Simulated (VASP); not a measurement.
```
CoSmP
1.0
    3.86904     0.00000     0.00000
    0.00000     3.86904     0.00000
    0.00000     0.00000     6.68377
Sm Co P
2 2 2
Cartesian
  3.86904   1.93452   2.14444
  1.93452   3.86904   4.53933
  0.00000   0.00000   6.68377
  1.93452   1.93452   0.00000
  0.00000   1.93452   5.43970
  1.93452   0.00000   1.24407
```

Calculation: PBEsol GGA, VASP's PBE PAW potentials (set 64) (plane waves; VASP). Run with 400 eV cut-off, 9×9×5 Γ-centred mesh, tetrahedra with Blöchl corrections, potentials Sm_3 Co P.

The 4f electrons are frozen in the core of the lanthanide potential, so 4f levels, which can set the real gap, and their magnetism are missing. The run has a spin-polarised start.

### Question
The job: SmCoP (space group P4/nmm), 6 atoms, PBEsol, static run, 400 eV, 9×9×5 Γ-centred mesh. Roughly how much core time does it take on a busy server core?

### Answer
About 10 core-minutes (one run on a shared machine, a rough figure). It had 45 irreducible k-points, 31 bands, up to 1833 plane waves and 23 electronic steps.

The structure comes from a computed database's SmCoP entry (P4/nmm); how it stands against other phases isn't given here. It was relaxed first, which changed the volume by -12 %.
